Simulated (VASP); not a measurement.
All values below come from HSE06 screened hybrid, VASP's PBE PAW potentials (set 64) (plane waves; VASP).

A VASP calculation is set up with these files.

File POSCAR:
```
Ga33As31
1
   11.5222104216     0.0000000000     0.0000000000
    0.0000000000    11.5222104216     0.0000000000
    0.0000000000     0.0000000000    11.5222104216
Ga As
33 31
Direct
  0.4988022432   0.9994071400   0.0008374222
  0.7500464970   0.2517715837   0.0005376856
  0.7485962192   0.9993536217   0.2495452158
  0.0006384153   0.9989983592   0.0002489857
  0.2501998627   0.2476582084   0.0007439267
  0.5014584575   0.4999847521   0.0012109263
  0.7515709794   0.7501799503   0.0000964811
  0.2498081191   0.9989081499   0.2491527467
  0.4993487498   0.2461396786   0.2522910680
  0.6205876628   0.3847142616   0.3686361664
  0.7537138650   0.4956677785   0.2505552580
  0.4991722523   0.9986108968   0.4989079012
  0.7540056393   0.2439518024   0.5055932791
  0.7522949310   0.9992884526   0.7504655241
  0.0019416259   0.5010421426   0.9985880926
  0.2505245252   0.7495168351   0.0008328741
  0.0005893515   0.2523354119   0.2488941001
  0.2510040804   0.5001156312   0.2511726538
  0.5015880694   0.7482235230   0.2509388238
  0.9995945343   0.9995146022   0.5028413350
  0.2488576280   0.2510043764   0.5004683193
  0.4988560188   0.4946873846   0.5041043439
  0.7492626101   0.7484209394   0.4983806677
  0.2497842200   0.9987844638   0.7511343138
  0.4986758770   0.2516950933   0.7517069306
  0.7482006925   0.5012318706   0.7503790267
  0.0013853543   0.7508891968   0.2492422626
  0.0001896059   0.5014056202   0.4977320184
  0.2501400347   0.7493834010   0.5022360284
  0.9996489420   0.2470696747   0.7503291045
  0.2485133194   0.5011110169   0.7520410067
  0.4988605835   0.7495123334   0.7507772216
  0.0003192556   0.7496434093   0.7507208705
  0.6252808683   0.1249445727   0.1242118894
  0.8786465408   0.3762004080   0.1211448936
  0.8747391935   0.1258307705   0.3731094568
  0.1247508786   0.1247781235   0.1252646221
  0.3751975050   0.3752595930   0.1252261357
  0.6263436971   0.6256891620   0.1244707092
  0.8753025798   0.8756434843   0.1249153690
  0.3726771699   0.1238317307   0.3759877731
  0.8769807235   0.6273471924   0.3733199348
  0.6224681397   0.1251023929   0.6255286544
  0.8743939856   0.3770935342   0.6242171365
  0.8745115530   0.1251326543   0.8756090027
  0.1258428869   0.6253643647   0.1249940087
  0.3755400412   0.8741360663   0.1257526313
  0.1250808874   0.3754992864   0.3748529419
  0.3751342655   0.6252083739   0.3759015021
  0.6249617306   0.8748525711   0.3749361862
  0.1248935471   0.1248418621   0.6251623078
  0.3709193445   0.3751206501   0.6287896197
  0.6242459525   0.6259547949   0.6254990816
  0.8742229878   0.8741357341   0.6245874474
  0.3748993247   0.1246009864   0.8752963576
  0.6250120390   0.3754573614   0.8752092081
  0.8752265692   0.6254923858   0.8745878573
  0.1249029284   0.8761881616   0.3751827536
  0.1244276379   0.6251976778   0.6252920969
  0.3748563816   0.8751080967   0.6255136150
  0.1247142459   0.3751569203   0.8745007049
  0.3750671689   0.6250430705   0.8759685446
  0.6246826480   0.8760404547   0.8745900596
  0.1251113560   0.8746750007   0.8753169175
```

**INCAR**
```
SYSTEM = Ga33As31
PREC = Normal; ENCUT = 400; LREAL = Auto
LASPH = .TRUE.; ISYM = 0; NELECT = 255.0
EDIFF = 1E-5; NELM = 50; NELMIN = 4
ALGO = Normal; LMAXMIX = 4
ISMEAR = 0; SIGMA = 0.05
GGA = PE; LHFCALC = .TRUE.; AEXX = 0.25
HFSCREEN = 0.2; PRECFOCK = Fast
ISPIN = 2; MAGMOM = 64*0.0156; NUPDOWN = 1
ISIF = 0
LWAVE = .FALSE.; LCHARG = .FALSE.; LORBIT = 10
```

KPOINTS:
```
Automatic mesh
0
Gamma
1 1 1
0 0 0
```

POTCAR, in this order: Ga As (PBE.64 set). Program: vasp_gam. Read from the step before: WAVECAR.

The run wrote:

**OSZICAR**
```
       N       E                     dE             d eps       ncg     rms          rms(c)
DAV:   1    -0.304503779907E+03   -0.30450E+03   -0.24183E+01   640   0.127E+01    0.131E+01
DAV:   2    -0.305046805794E+03   -0.54303E+00   -0.12300E+00   704   0.167E+00    0.861E+00
DAV:   3    -0.304969039826E+03    0.77766E-01   -0.30088E-01   696   0.896E-01    0.518E+00
DAV:   4    -0.304946855188E+03    0.22185E-01   -0.87464E-02   712   0.475E-01    0.291E+00
DAV:   5    -0.304937277045E+03    0.95781E-02   -0.12892E-02   696   0.191E-01    0.167E+00
DAV:   6    -0.304933333717E+03    0.39433E-02   -0.32890E-03   704   0.102E-01    0.929E-01
DAV:   7    -0.304932017455E+03    0.13163E-02   -0.10396E-03   696   0.574E-02    0.508E-01
DAV:   8    -0.304931600966E+03    0.41649E-03   -0.28609E-04   704   0.322E-02    0.275E-01
DAV:   9    -0.304931475276E+03    0.12569E-03   -0.99548E-05   720   0.209E-02    0.147E-01
DAV:  10    -0.304931444837E+03    0.30439E-04   -0.41673E-05   624   0.140E-02    0.780E-02
DAV:  11    -0.304931442297E+03    0.25409E-05   -0.17905E-05   432   0.933E-03
   1 F= -.30493144E+03 E0= -.30493144E+03  d E =-.383292E-11  mag=     1.0000
```

OUTCAR:
```
------------------------ aborting loop because EDIFF is reached ----------------------------------------
  volume of cell :     1529.70
      direct lattice vectors                 reciprocal lattice vectors
    11.522210422  0.000000000  0.000000000     0.086788903  0.000000000  0.000000000
     0.000000000 11.522210422  0.000000000     0.000000000  0.086788903  0.000000000
     0.000000000  0.000000000 11.522210422     0.000000000  0.000000000  0.086788903
  FREE ENERGIE OF THE ION-ELECTRON SYSTEM (eV)
  ---------------------------------------------------
  free  energy   TOTEN  =      -304.9314422965 eV

  energy  without entropy=     -304.9314422965  energy(sigma->0) =     -304.93144230

  exchange ACFDT corr.  =         0.00000000  see jH, gK, PRB 81, 115126

 total charge

# of ion       s       p       d       tot
------------------------------------------
    1        1.087   1.194   0.138   2.419
    2        1.083   1.187   0.138   2.407
    3        1.083   1.189   0.138   2.410
    4        1.085   1.192   0.138   2.415
    5        1.088   1.183   0.136   2.407
    6        1.083   1.188   0.137   2.409
    7        1.087   1.190   0.137   2.414
    8        1.087   1.199   0.139   2.426
    9        1.139   1.187   0.115   2.441
   10        1.161   1.270   0.064   2.494
   11        1.145   1.197   0.115   2.458
   12        1.083   1.189   0.138   2.409
   13        1.126   1.134   0.117   2.377
   14        1.089   1.182   0.136   2.407
   15        1.088   1.210   0.142   2.439
   16        1.085   1.197   0.139   2.421
   17        1.083   1.188   0.138   2.409
   18        1.083   1.189   0.137   2.409
   19        1.083   1.188   0.138   2.409
   20        1.089   1.180   0.135   2.405
   21        1.083   1.188   0.138   2.409
   22        1.143   1.192   0.115   2.450
   23        1.083   1.185   0.138   2.405
   24        1.085   1.190   0.138   2.413
   25        1.083   1.189   0.138   2.410
   26        1.083   1.189   0.138   2.410
   27        1.087   1.202   0.140   2.429
   28        1.083   1.188   0.138   2.409
   29        1.088   1.187   0.136   2.410
   30        1.089   1.178   0.135   2.402
   31        1.088   1.210   0.142   2.439
   32        1.086   1.195   0.138   2.420
   33        1.085   1.194   0.138   2.418
   34        1.211   1.629   0.026   2.866
   35        1.209   1.641   0.027   2.877
   36        1.214   1.617   0.025   2.856
   37        1.210   1.632   0.026   2.868
   38        1.215   1.614   0.026   2.854
   39        1.214   1.619   0.026   2.859
   40        1.210   1.633   0.026   2.869
   41        1.210   1.633   0.026   2.869
   42        1.210   1.634   0.026   2.871
   43        1.213   1.619   0.026   2.858
   44        1.214   1.615   0.025   2.854
   45        1.211   1.631   0.026   2.868
   46        1.210   1.631   0.026   2.867
   47        1.210   1.630   0.026   2.866
   48        1.209   1.636   0.026   2.871
   49        1.214   1.617   0.026   2.857
   50        1.209   1.636   0.026   2.871
   51        1.210   1.633   0.026   2.869
   52        1.209   1.640   0.027   2.876
   53        1.211   1.629   0.026   2.866
   54        1.211   1.630   0.026   2.867
   55        1.210   1.633   0.026   2.869
   56        1.209   1.635   0.026   2.870
   57        1.210   1.633   0.026   2.869
   58        1.213   1.625   0.026   2.863
   59        1.210   1.633   0.026   2.869
   60        1.210   1.633   0.026   2.869
   61        1.212   1.628   0.026   2.866
   62        1.210   1.631   0.026   2.867
   63        1.213   1.624   0.025   2.862
   64        1.210   1.634   0.026   2.869
--------------------------------------------------
tot         73.646  89.826   5.189 168.661

 magnetization (x)

# of ion       s       p       d       tot
------------------------------------------
    1       -0.000  -0.000   0.000  -0.000
    2        0.000   0.000   0.000   0.000
    3       -0.001  -0.001   0.000  -0.001
    4       -0.000   0.001   0.000   0.001
    5       -0.001   0.005   0.002   0.006
    6       -0.001  -0.002   0.001  -0.002
    7       -0.000   0.004   0.001   0.005
    8       -0.000  -0.000   0.000  -0.000
    9        0.001   0.014   0.004   0.019
   10        0.004   0.170   0.008   0.183
   11       -0.001   0.004   0.004   0.006
   12       -0.000  -0.001   0.000  -0.001
   13        0.039   0.162   0.008   0.209
   14        0.001   0.011   0.002   0.014
   15       -0.000  -0.001   0.000  -0.001
   16       -0.000   0.000   0.000   0.000
   17       -0.000  -0.001   0.000  -0.001
   18       -0.001  -0.002   0.001  -0.002
   19       -0.001  -0.002   0.001  -0.002
   20        0.001   0.011   0.002   0.014
   21        0.000   0.000  -0.000   0.000
...
```
(Selected blocks of OUTCAR.)

File OUTCAR:
```
 val. band max:        2.3992544654   @ k =   0.0000   0.0000   0.0000

 cond. band min:       2.8796391890   @ k =   0.0000   0.0000   0.0000


 Fermi energy:         2.5999832838

 spin component 1

 k-point     1 :       0.0000    0.0000    0.0000
  band No.  band energies     occupation
      1     -11.7162      1.00000
      2     -10.8567      1.00000
      3     -10.8466      1.00000
      4     -10.8436      1.00000
      5     -10.8338      1.00000
      6     -10.8174      1.00000
      7     -10.7430      1.00000
      8     -10.1895      1.00000
      9     -10.1884      1.00000
     10     -10.1767      1.00000
     11     -10.1749      1.00000
     12     -10.1726      1.00000
     13     -10.1650      1.00000
     14     -10.1622      1.00000
     15     -10.1539      1.00000
     16     -10.1499      1.00000
     17     -10.1186      1.00000
     18     -10.1131      1.00000
     19     -10.1001      1.00000
     20     -10.0131      1.00000
     21      -9.9853      1.00000
     22      -9.9692      1.00000
     23      -9.6318      1.00000
     24      -9.3465      1.00000
     25      -9.3408      1.00000
     26      -9.3310      1.00000
     27      -9.2799      1.00000
     28      -9.2742      1.00000
     29      -9.2421      1.00000
     30      -9.2209      1.00000
     31      -9.2093      1.00000
     32      -5.7914      1.00000
     33      -5.3497      1.00000
     34      -5.3452      1.00000
     35      -5.3436      1.00000
     36      -5.1688      1.00000
     37      -5.1513      1.00000
     38      -5.1432      1.00000
     39      -5.1363      1.00000
     40      -5.1262      1.00000
     41      -5.1137      1.00000
     42      -5.0450      1.00000
     43      -4.9569      1.00000
     44      -4.9476      1.00000
     45      -4.9201      1.00000
     46      -4.1501      1.00000
     47      -4.1449      1.00000
     48      -4.1278      1.00000
     49      -4.1178      1.00000
...
```

The cell is charged, with a uniform compensating background. The supercell is sampled at Γ alone, which is coarse: total energies, pressure and levels can be off, energies of defects by several tenths of an eV.

The cell is a supercell with a defect, built from GaAs (zinc blende): Ga_As, charge -1. The cell's shape comes from a PBE relaxation.
